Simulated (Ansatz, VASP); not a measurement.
**ZnO (zincite) in two plane-wave programs**

Wanted: the spread between two codes on one cell, functional and k mesh. The cell is taken from a series of runs on this material, whose earlier steps may have relaxed, scaled, displaced or heated it; both programs get it as it stands.

Method: plane waves, with VASP 6.6.1 beside it; zone-centre phonons at LDA, in Ansatz 0.2.0.

## 1. Starting point

The structure is hexagonal, space group P6_3mc (No. 186). Conventional cell: a = 3.229 Å, b = 3.229 Å, c = 5.220 Å, α = 90.00°, β = 90.00°, γ = 120.00°. Nearest to O lie 4 Zn at 1.97 to 1.98 Å. Zn has 4 O at 1.97 to 1.98 Å nearest. Farther neighbours and most contacts between anions are not listed.

As a file:

```cif
data_structure
_symmetry_space_group_name_H-M 'P6_3mc'
_symmetry_Int_Tables_number 186
_cell_length_a 3.2294
_cell_length_b 3.2294
_cell_length_c 5.2201
_cell_angle_alpha 90.000
_cell_angle_beta 90.000
_cell_angle_gamma 120.000
_cell_volume 47.15
loop_
_atom_site_label
_atom_site_type_symbol
_atom_site_symmetry_multiplicity
_atom_site_Wyckoff_symbol
_atom_site_fract_x
_atom_site_fract_y
_atom_site_fract_z
_atom_site_occupancy
O1 O 2 b 0.66667 0.33333 0.37878 1
Zn1 Zn 2 b 0.33333 0.66667 0.50023 1
```

## 2. VASP: zone-centre phonons, LDA

Second derivatives magnify differences that forces hide, and they need a tight electronic threshold.

Lines of VASP's logs that name or quote its potential files are left out, and so is its time.

File INCAR:

```
SYSTEM = ZnO
PREC = Accurate
ENCUT = 600
EDIFF = 1E-08
NELM = 120
ISMEAR = 0
SIGMA = 0.01
LREAL = .FALSE.
ALGO = Normal
GGA = CA
NBANDS = 24
LORBIT = 11
LWAVE = .FALSE.
LCHARG = .FALSE.
ISIF = 2
IBRION = 8
LEPSILON = .TRUE.
LASPH = .TRUE.
GGA_COMPAT = .FALSE.
EFERMI = MIDGAP
KPAR = 2
```

File POSCAR:

```
ZnO
1.0
    3.2294387726      0.0000000000      0.0000000000
   -1.6147193863      2.7967760170      0.0000000000
    0.0000000000      0.0000000000      5.2200792713
O Zn
2 2
Direct
    0.6666666667      0.3333333333      0.3787819941
    0.3333333333      0.6666666667      0.8787819941
    0.3333333333      0.6666666667      0.5002280059
    0.6666666667      0.3333333333      0.0002280059
```

File KPOINTS:

```
Automatic mesh
0
Gamma
15 15 10
0 0 0
```

Potentials, in the order of the species: O and Zn (LDA family, release 64).

Command:

```console
> mpirun -np 2 vasp_std
```

Numbers of over 12 decimals in the logs are rounded to 6 here.

Log:

```text
[banner, memory and clock lines left out]
running    2 mpi-ranks, on    1 nodes
 distrk:  each k-point on    1 cores,    2 groups
 distr:  one band on    1 cores,    1 groups

 POSCAR found type information on POSCAR O Zn
 POSCAR found :  2 types and       4 ions
 LDA part: xc-table for (Slater(with rela. corr.)+CA(PZ))
 , standard interpolation
 POSCAR, INCAR and KPOINTS ok, starting setup
 FFT: planning ... GRIDC
 FFT: planning ... GRID_SOFT
 FFT: planning ... GRID
 WAVECAR not read
 entering main loop
       N       E                     dE             d eps       ncg     rms          rms(c)
DAV:   1     0.296340252495E+03    0.29634E+03   -0.20160E+04  7864   0.241E+03
DAV:   2     0.520474207561E+01   -0.29114E+03   -0.27618E+03  8504   0.452E+02
DAV:   3    -0.237206171566E+02   -0.28925E+02   -0.28683E+02  8936   0.147E+02
DAV:   4    -0.241953896926E+02   -0.47477E+00   -0.47449E+00  8928   0.197E+01
DAV:   5    -0.241984158459E+02   -0.30262E-02   -0.30261E-02  8968   0.151E+00    0.146E+01
DAV:   6    -0.210785734242E+02    0.31198E+01   -0.84310E+00 13592   0.668E+01    0.933E+00
DAV:   7    -0.212049385441E+02   -0.12637E+00   -0.24760E+00  8216   0.178E+01    0.548E+00
DAV:   8    -0.211943106217E+02    0.10628E-01   -0.68178E-01 10456   0.755E+00    0.169E+00
DAV:   9    -0.211403662503E+02    0.53944E-01   -0.12760E-01 11744   0.704E+00    0.341E-01
DAV:  10    -0.211426673801E+02   -0.23011E-02   -0.41047E-02  7856   0.146E+00    0.996E-02
DAV:  11    -0.211425869204E+02    0.80460E-04   -0.63700E-04 10264   0.287E-01    0.221E-02
DAV:  12    -0.211425861089E+02    0.81156E-06   -0.63918E-05  8912   0.239E-01    0.764E-03
DAV:  13    -0.211425886080E+02   -0.24991E-05   -0.93692E-06 12480   0.758E-02    0.126E-02
DAV:  14    -0.211425863530E+02    0.22550E-05   -0.50212E-06  9288   0.201E-02    0.303E-03
DAV:  15    -0.211425863320E+02    0.20952E-07   -0.48617E-07  8320   0.556E-03    0.168E-03
DAV:  16    -0.211425862898E+02    0.42219E-07   -0.90097E-08  9608   0.251E-03    0.502E-04
DAV:  17    -0.211425862821E+02    0.76643E-08   -0.13455E-08  4568   0.174E-03
   1 F= -.21142586E+02 E0= -.21142586E+02  d E =0.000000E+00
 Linear response reoptimize wavefunctions to high precision
DAV:   1    -0.211425862815E+02    0.60572E-09   -0.14011E-08  8344   0.152E-03
DAV:   2    -0.211425862815E+02   -0.27285E-10   -0.12167E-10  4200   0.935E-05
 Linear response G [H, r] |phi>, progress :
  Direction:   1
       N       E                     dE             d eps       ncg     rms
RMM:   1    -0.884151203761E+02   -0.88415E+02    0.37566E+02 16033   0.111E+02
 LRF_COMMUTATOR internal error: the vector H(1)-e(1) S(1) |phi(0)> is not orthog
 onal to |phi(0)> (-1.092177250322825E-004,-2.325223347199312E-014)
 LRF_COMMUTATOR internal error: the vector H(1)-e(1) S(1) |phi(0)> is not orthog
 onal to |phi(0)> (-1.062700227072166E-004,-7.562526993520891E-015)
 LRF_COMMUTATOR internal error: the vector H(1)-e(1) S(1) |phi(0)> is not orthog
 onal to |phi(0)> (1.062700245056114E-004,-2.234323837058128E-015)
RMM:   2    -0.929977522773E+02   -0.45826E+01   -0.11562E+01 11255   0.382E+01
 LRF_COMMUTATOR internal error: the vector H(1)-e(1) S(1) |phi(0)> is not orthog
 onal to |phi(0)> (-1.092177250269430E-004,-2.011238398047510E-014)
 LRF_COMMUTATOR internal error: the vector H(1)-e(1) S(1) |phi(0)> is not orthog
 onal to |phi(0)> (-1.062700227072652E-004,-1.239546659759228E-014)
 LRF_COMMUTATOR internal error: the vector H(1)-e(1) S(1) |phi(0)> is not orthog
 onal to |phi(0)> (1.062700245086645E-004,-1.498801083243961E-015)
RMM:   3    -0.935024613146E+02   -0.50471E+00   -0.11062E+00 13687   0.775E+00
RMM:   4    -0.935019624685E+02    0.49885E-03   -0.23000E-02 13132   0.113E+00
RMM:   5    -0.935020896015E+02   -0.12713E-03   -0.36659E-03 14067   0.258E-01
RMM:   6    -0.935018725453E+02    0.21706E-03   -0.21204E-04 13774   0.482E-02
RMM:   7    -0.935018629429E+02    0.96024E-05   -0.46961E-05 14099   0.122E-02
RMM:   8    -0.935018583612E+02    0.45817E-05    0.40670E-06 13594   0.332E-03
RMM:   9    -0.935018578656E+02    0.49559E-06    0.30258E-06 10581   0.125E-03
RMM:  10    -0.935018584636E+02   -0.59800E-06   -0.17193E-05  8612   0.712E-04
RMM:  11    -0.935018587506E+02   -0.28700E-06   -0.29173E-05  7570   0.579E-04
RMM:  12    -0.935018586213E+02    0.12926E-06   -0.25520E-05  6737   0.545E-04
RMM:  13    -0.935018588162E+02   -0.19490E-06   -0.35439E-05  6453   0.538E-04
RMM:  14    -0.935018587348E+02    0.81448E-07   -0.20336E-05  6256   0.542E-04
 Linear response G [H, r] |phi>, progress :
  Direction:   2
       N       E                     dE             d eps       ncg     rms
RMM:   1    -0.935677159615E+02   -0.93568E+02    0.28816E+02 15941   0.108E+02
 LRF_COMMUTATOR internal error: the vector H(1)-e(1) S(1) |phi(0)> is not orthog
 onal to |phi(0)> (-1.062699952635894E-004,2.378782934520096E-014)
 LRF_COMMUTATOR internal error: the vector H(1)-e(1) S(1) |phi(0)> is not orthog
[...]
dielectric tensor                  component  3 :    -0.556    -0.456     5.388
 Linear response to external field, progress :
  Direction:   1
       N       E                     dE             d eps       ncg     rms          rms(c)
RMM:   1    -0.488864117999E+00   -0.48886E+00   -0.20939E+00 37533   0.478E+00
[...]
RMM:   7    -0.572547896134E+00   -0.85086E-04   -0.96337E-07 13423   0.692E-03    0.202E-03
RMM:   8    -0.572569960126E+00   -0.22064E-04   -0.29299E-09 13759   0.204E-03    0.296E-04
RMM:   9    -0.572569884776E+00    0.75350E-07    0.23998E-08 13375   0.514E-04    0.124E-04
RMM:  10    -0.572570214870E+00   -0.33009E-06    0.11581E-08 11099   0.172E-04    0.223E-05
RMM:  11    -0.572570410758E+00   -0.19589E-06   -0.37359E-09  7426   0.611E-05    0.651E-06
 change of polarisation eV/A/(eV/A) component  3 :    -0.143    -0.117     1.103
 dielectric tensor                  component  3 :    -0.547    -0.448     5.234
 Linear response DOF=           4
 Linear response progress:
  Degree of freedom:   1/  4
       N       E                     dE             d eps       ncg     rms          rms(c)
RMM:   1    -0.359781446512E+00   -0.35978E+00    0.55089E-01120122   0.416E+00
RMM:   2    -0.351158692589E+00    0.86228E-02   -0.10447E-02 77754   0.107E+00    0.218E-01
RMM:   3    -0.352306270961E+00   -0.11476E-02   -0.92022E-04 91053   0.237E-01    0.122E-01
RMM:   4    -0.353596213439E+00   -0.12899E-02   -0.29276E-04 79117   0.108E-01    0.156E-02
RMM:   5    -0.353589684302E+00    0.65291E-05   -0.14367E-05 95455   0.263E-02    0.347E-03
RMM:   6    -0.353513440809E+00    0.76243E-04   -0.90956E-07 80242   0.633E-03    0.985E-04
RMM:   7    -0.353511934840E+00    0.15060E-05   -0.12194E-07 96564   0.179E-03    0.366E-04
RMM:   8    -0.353509917497E+00    0.20173E-05    0.17821E-09 95413   0.386E-04    0.691E-05
RMM:   9    -0.353508771725E+00    0.11458E-05   -0.50748E-09 85865   0.108E-04    0.224E-05
RMM:  10    -0.353509151617E+00   -0.37989E-06   -0.45865E-09 85299   0.571E-05    0.450E-06
RMM:  11    -0.353509219070E+00   -0.67454E-07   -0.76885E-09 96957   0.251E-05    0.309E-06
RMM:  12    -0.353509197985E+00    0.21085E-07   -0.61082E-09 85348   0.153E-05    0.604E-07
RMM:  13    -0.353509194300E+00    0.36852E-08   -0.64500E-09 47955   0.120E-05    0.188E-07
 first order change of Fermi-energy  -0.51164E-01
 force on displaced ion       1 direction 1 :  -8.022  -0.000   0.000
 Born effective charge ion    1 direction 1 :  -2.093   0.000   0.000
 Linear response progress:
  Degree of freedom:   2/  4
       N       E                     dE             d eps       ncg     rms          rms(c)
RMM:   1    -0.379003375899E+00   -0.37900E+00    0.55084E-01 25303   0.410E+00
RMM:   2    -0.369270127596E+00    0.97332E-02   -0.10484E-02 16138   0.109E+00    0.304E-01
RMM:   3    -0.370239457034E+00   -0.96933E-03   -0.12625E-03 17557   0.270E-01    0.155E-01
RMM:   4    -0.371291643570E+00   -0.10522E-02   -0.38361E-04 16660   0.125E-01    0.352E-02
RMM:   5    -0.371408602111E+00   -0.11696E-03   -0.20449E-05 19511   0.310E-02    0.998E-03
RMM:   6    -0.371304057671E+00    0.10454E-03   -0.48452E-06 17478   0.160E-02    0.162E-03
RMM:   7    -0.371320047251E+00   -0.15990E-04   -0.23556E-07 18220   0.438E-03    0.596E-04
RMM:   8    -0.371322494186E+00   -0.24469E-05   -0.25268E-07 18444   0.136E-03    0.354E-04
RMM:   9    -0.371318147792E+00    0.43464E-05    0.98886E-09 16942   0.456E-04    0.507E-05
RMM:  10    -0.371317368587E+00    0.77920E-06    0.11073E-08 19971   0.166E-04    0.296E-05
RMM:  11    -0.371317864951E+00   -0.49636E-06   -0.48719E-09 17464   0.633E-05    0.775E-06
RMM:  12    -0.371317749674E+00    0.11528E-06   -0.37511E-09 18540   0.304E-05    0.275E-06
RMM:  13    -0.371317744393E+00    0.52811E-08   -0.59180E-09 18078   0.190E-05    0.220E-06
 first order change of Fermi-energy   0.13228E+00
 force on displaced ion       1 direction 3 :   0.000  -0.000 -11.414
 Born effective charge ion    1 direction 3 :   0.000   0.000  -2.148
 Linear response progress:
  Degree of freedom:   3/  4
       N       E                     dE             d eps       ncg     rms          rms(c)
RMM:   1    -0.210951298311E+00   -0.21095E+00    0.24026E-02 96288   0.251E+00
RMM:   2    -0.209364984126E+00    0.15863E-02   -0.40432E-03 79863   0.604E-01    0.201E-01
RMM:   3    -0.209076679521E+00    0.28830E-03   -0.16985E-04 94596   0.963E-02    0.120E-01
RMM:   4    -0.208617783472E+00    0.45890E-03   -0.14303E-05 93520   0.358E-02    0.382E-03
RMM:   5    -0.208603907253E+00    0.13876E-04   -0.93144E-07 98094   0.568E-03    0.125E-03
RMM:   6    -0.208599839310E+00    0.40679E-05   -0.19951E-07 92438   0.169E-03    0.297E-04
RMM:   7    -0.208598872178E+00    0.96713E-06    0.18505E-08 98032   0.454E-04    0.728E-05
RMM:   8    -0.208598630212E+00    0.24197E-06    0.32664E-08 97624   0.804E-05    0.224E-05
RMM:   9    -0.208598661946E+00   -0.31734E-07    0.16392E-08 98703   0.350E-05    0.379E-06
RMM:  10    -0.208598651476E+00    0.10470E-07    0.14331E-08 85999   0.121E-05    0.989E-07
RMM:  11    -0.208598647386E+00    0.40902E-08    0.65331E-10 53492   0.834E-06    0.477E-07
 first order change of Fermi-energy   0.77217E-01
 force on displaced ion       3 direction 1 :  -7.406   0.000  -0.000
 Born effective charge ion    3 direction 1 :   2.092  -0.000  -0.000
 Linear response progress:
  Degree of freedom:   4/  4
       N       E                     dE             d eps       ncg     rms          rms(c)
RMM:   1    -0.221784553982E+00   -0.22178E+00    0.25966E-02 20534   0.258E+00
RMM:   2    -0.218290101861E+00    0.34945E-02   -0.38625E-03 16727   0.661E-01    0.196E-01
RMM:   3    -0.217885456141E+00    0.40465E-03   -0.29850E-04 18974   0.128E-01    0.119E-01
RMM:   4    -0.217405086159E+00    0.48037E-03   -0.20274E-04 19631   0.885E-02    0.356E-02
RMM:   5    -0.217277681065E+00    0.12741E-03   -0.15587E-05 17865   0.257E-02    0.544E-03
RMM:   6    -0.217281516399E+00   -0.38353E-05   -0.25281E-06 20706   0.735E-03    0.269E-03
RMM:   7    -0.217285845598E+00   -0.43292E-05    0.18432E-06 18555   0.359E-03    0.727E-04
RMM:   8    -0.217286426437E+00   -0.58084E-06    0.82687E-08 20710   0.106E-03    0.219E-04
RMM:   9    -0.217286678047E+00   -0.25161E-06   -0.25455E-07 20233   0.308E-04    0.594E-05
RMM:  10    -0.217286856175E+00   -0.17813E-06   -0.12913E-08 19082   0.109E-04    0.181E-05
RMM:  11    -0.217286840536E+00    0.15638E-07   -0.29381E-08 20950   0.478E-05    0.344E-06
RMM:  12    -0.217286840509E+00    0.27414E-10   -0.34533E-08 20264   0.155E-05    0.135E-06
 first order change of Fermi-energy  -0.13246E+00
 force on displaced ion       3 direction 3 :   0.000  -0.000 -11.365
 Born effective charge ion    3 direction 3 :   0.000  -0.000   2.147
 Born effective charges drift removed
 Linear response finished
```

[end of part 1 of 3]

[Lines on the potential files, build, host, timing and source positions are cut from VASP's logs without a mark.]

[Logs are printed without paths, hosts, clocks, repeated set-up lines and the standing remarks that a program may print on its own settings, such as how far it seeks lower states.]

[Hosts, paths, dates, database ids (printed as entryN), source tags and the programs' standing remarks are cut or masked in the printed files.]
